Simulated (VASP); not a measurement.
Here is a VASP 6.6.1 calculation.

The input POSCAR:

```
FeSi
1.0
    4.5507000000      0.0000000000      0.0000000000
    0.0000000000      4.5507000000      0.0000000000
    0.0000000000      0.0000000000      4.5507000000
Fe Si
4 4
Direct
    0.1365200000      0.1365200000      0.1365200000
    0.3634800000      0.8634800000      0.6365200000
    0.6365200000      0.3634800000      0.8634800000
    0.8634800000      0.6365200000      0.3634800000
    0.8424000000      0.8424000000      0.8424000000
    0.6576000000      0.1576000000      0.3424000000
    0.3424000000      0.6576000000      0.1576000000
    0.1576000000      0.3424000000      0.6576000000
```

File INCAR.step1:

```
  ALGO = Normal
  EDIFF = 1E-8
  EDIFFG = -0.002
  ENCUT = 600
  GGA = PS
  IBRION = 2
  ISIF = 3
  ISMEAR = -1
  LASPH = True
  LCHARG = False
  LREAL = False
  LWAVE = False
  NELM = 100
  NSW = 40
  PREC = Accurate
  SIGMA = 0.01
```

Contents of INCAR.step2:

```
  ALGO = Normal
  EDIFF = 1E-8
  ENCUT = 600
  GGA = PS
  IBRION = 6
  ISIF = 2
  ISMEAR = -1
  LASPH = True
  LCHARG = False
  LREAL = False
  LWAVE = False
  NELM = 100
  NFREE = 2
  NSW = 1
  POTIM = 0.015
  PREC = Accurate
  SIGMA = 0.01
```

KPOINTS

```
k-points
0
Gamma
  6 6 6
```

Potentials or basis: VASP PAW PBE potentials, release 64 (Fe, Si).

The run is started by

```sh
$ cat potpaw_PBE.64/Fe/POTCAR potpaw_PBE.64/Si/POTCAR > POTCAR
$ cp INCAR.step1 INCAR
$ mpirun -np 1 vasp_std > vasp.out
$ cp CONTCAR POSCAR
$ cp INCAR.step2 INCAR
$ mpirun -np 1 vasp_std > vasp.out
```

Question: What does it give for the highest phonon frequency at Γ, LO-TO splitting left out?

Answer: 481 cm⁻¹.

Question: Estimate the relaxed cell.

Answer: a = 4.406 Å, b = 4.406 Å, c = 4.406 Å, α = 90.00°, β = 90.00°, γ = 90.00°.

Question: Estimate the space group after relaxing (to 0.05 Å).

Answer: P2_13 (No. 198).

Question: What does it give for the relaxed volume?

Answer: 10.69 Å³/atom.

Final structure:
```cif
data_structure
_symmetry_space_group_name_H-M 'P 1'
_symmetry_Int_Tables_number 1
_cell_length_a 4.4064
_cell_length_b 4.4064
_cell_length_c 4.4064
_cell_angle_alpha 90.000
_cell_angle_beta 90.000
_cell_angle_gamma 90.000
_cell_volume 85.55
loop_
_atom_site_label
_atom_site_type_symbol
_atom_site_fract_x
_atom_site_fract_y
_atom_site_fract_z
_atom_site_occupancy
Fe1 Fe 0.13725 0.13725 0.13725 1
Fe2 Fe 0.36275 0.86275 0.63725 1
Fe3 Fe 0.63725 0.36275 0.86275 1
Fe4 Fe 0.86275 0.63725 0.36275 1
Si1 Si 0.84106 0.84106 0.84106 1
Si2 Si 0.65894 0.15894 0.34106 1
Si3 Si 0.34106 0.65894 0.15894 1
Si4 Si 0.15894 0.34106 0.65894 1
```

Caveat: the PAW data sets were made with another functional, which shifts forces and pressure a little. Spin polarisation is off, so any magnetic state and its effect on volume and gap are missing.
